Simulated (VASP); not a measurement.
A VASP calculation is set up with these files.

### KPOINTS
```
Automatic mesh
0
Gamma
6 6 6
0 0 0
```

### POSCAR
```
PbTe
1
    0.0000000000     3.2299739713     3.2299718430
    3.2299634825     0.0000000000     3.2300399064
    3.2299991496     3.2300058192     0.0000000000
Te Pb
1 1
Direct
  0.5000000000   0.5000000000   0.5000000000
  0.0000000000   0.0000000000   0.0000000000
```

INCAR:
```
SYSTEM = PbTe
PREC = Accurate
ENCUT = 400
EDIFF = 1E-6
NELM = 100
ALGO = Normal
LREAL = .FALSE.
LASPH = .TRUE.
ISMEAR = 0
SIGMA = 0.05
GGA = PE
LMAXMIX = 4
LWAVE = .FALSE.
LCHARG = .FALSE.
ISIF = 2
```

POTCAR, in this order: Te Pb_d (PBE.64 set). Program: vasp_std.

**Question.** One choice in this input is risky. Which, and does it do harm here?

**Answer.** The risk: the lattice vectors carry noise near SYMPREC. Here it does no harm: the run (PBE GGA, plane waves, VASP's PBE PAW potentials (set 64)) converges to the same energy and pressure as with the safe setting.
### OSZICAR
```
       N       E                     dE             d eps       ncg     rms          rms(c)
DAV:   1     0.137345768146E+03    0.13735E+03   -0.79747E+03   448   0.114E+03
DAV:   2     0.242375511159E+01   -0.13492E+03   -0.13217E+03   466   0.308E+02
DAV:   3    -0.738280616882E+01   -0.98066E+01   -0.97577E+01   610   0.914E+01
DAV:   4    -0.761501801865E+01   -0.23221E+00   -0.23216E+00   536   0.176E+01
DAV:   5    -0.762243164631E+01   -0.74136E-02   -0.74136E-02   624   0.264E+00    0.338E+00
DAV:   6    -0.750292778105E+01    0.11950E+00   -0.28364E-01   592   0.436E+00    0.210E+00
DAV:   7    -0.749960152113E+01    0.33263E-02   -0.89025E-02   560   0.170E+00    0.934E-01
DAV:   8    -0.750129653279E+01   -0.16950E-02   -0.97849E-03   502   0.117E+00    0.143E-01
DAV:   9    -0.750127094197E+01    0.25591E-04   -0.97049E-04   664   0.378E-01    0.563E-02
DAV:  10    -0.750131759912E+01   -0.46657E-04   -0.11677E-04   454   0.850E-02    0.213E-02
DAV:  11    -0.750132481364E+01   -0.72145E-05   -0.30384E-05   554   0.493E-02    0.118E-02
DAV:  12    -0.750132478828E+01    0.25365E-07   -0.19716E-06   526   0.124E-02
   1 F= -.75013248E+01 E0= -.75013248E+01  d E =-.611979E-13
```

The compound is PbTe in the rock salt structure. The cell was not relaxed at this level.
